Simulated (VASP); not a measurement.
# HgS3: single point with PBE

The system is HgS3.

```
Hg S
1.0
     0.00000    3.33359    3.33359
     3.33359    0.00000    3.33359
     3.33359    3.33359    0.00000
Hg S
1 3
Direct
  0.00000 0.00000 0.00000
  0.75000 0.75000 0.75000
  0.50000 0.50000 0.50000
  0.25000 0.25000 0.25000
```

The cell was built by a generator and needn't be a form met in nature.

The cell isn't the ideal one: random cell by space group and Wyckoff sites (Fm-3m, No. 225).

```yaml
Program: VASP 6.6.1
Task: single point
Functional: PBE
Potentials_or_basis: VASP PAW PBE potentials, release 64 (Hg, S)
Cutoff: 520 eV
k_mesh: 4 × 4 × 4
Occupations: gaussian, width 0.1 eV
Spin: no spin polarisation
```

- Pressure: 0.0 GPa
- Band gap on the k mesh: none (metal or under the smearing width)

Levels at points of the mesh, in eV from the Fermi level:
| k point | band 12 | band 13 | band 14 | band 15 | band 16 | band 17 | band 18 | band 19 |
| --- | --- | --- | --- | --- | --- | --- | --- | --- |
| (0.00, 0.00, 0.00) | -2.00 | -2.00 | -2.00 | -0.52 | -0.52 | -0.52 | -0.36 | 6.31 |
| (0.50, 0.00, 0.00) | -2.87 | -2.87 | -1.59 | 0.01 | 1.05 | 1.05 | 2.31 | 5.47 |
| (0.50, 0.50, 0.00) | -1.32 | -0.16 | -0.16 | -0.06 | 0.70 | 0.70 | 1.82 | 7.37 |

Wall time 8.4 s on 1 thread of Intel(R) Xeon(R) 6975P-C (Granite Rapids), on a shared host, peak memory 0.2 GiB.

Caveat: the k mesh is coarse (spacing up to 0.41 Å⁻¹), so the values aren't converged. Spin-orbit coupling is left out, which matters for the levels of Hg.
